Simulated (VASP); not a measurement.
Given:

```yaml
crystal:
  lattice:
    - [1.54194, -2.74072, 0.00000]
    - [1.54194, 2.74072, 0.00000]
    - [0.00000, 0.00000, 3.48581]
  atoms:
    - { symbol: Zr, position: [0.00000, 0.00000, 0.00000] }
    - { symbol: B, position: [0.33333, 0.66667, 0.50000] }
    - { symbol: B, position: [0.69583, 0.36250, 0.50000] }
```

Calculation: PBE GGA, VASP's PBE PAW potentials (set 64) (plane waves; VASP 6.6.1). Run with EDIFF = 1E-2, 520 eV cut-off, 10×10×8 Γ-centred mesh, first-order Methfessel-Paxton smearing of 0.10 eV, potentials Zr_sv B.

Problem. Which forces act on the atoms, in eV/Å?

Solution. 
```tsv
atom	Fx	Fy	Fz
Zr1	0.681	0.038	0.000
B2	0.959	-0.116	0.000
B3	-1.640	0.078	0.000
```

Problem. Give the stress tensor in GPa (positive for a compressed cell).

Solution. 
```
21.51   0.14   0.00
 0.14   6.43   0.00
 0.00   0.00  12.13
```
The pressure is its mean diagonal, 13.36 GPa.

The compound is ZrB2 in the AlB2 type structure. The cell was not relaxed at this level, atoms are displaced from their ideal sites. The run is one of a series of settings (EDIFF = 1E-2 against the base run), some of them coarse on purpose.
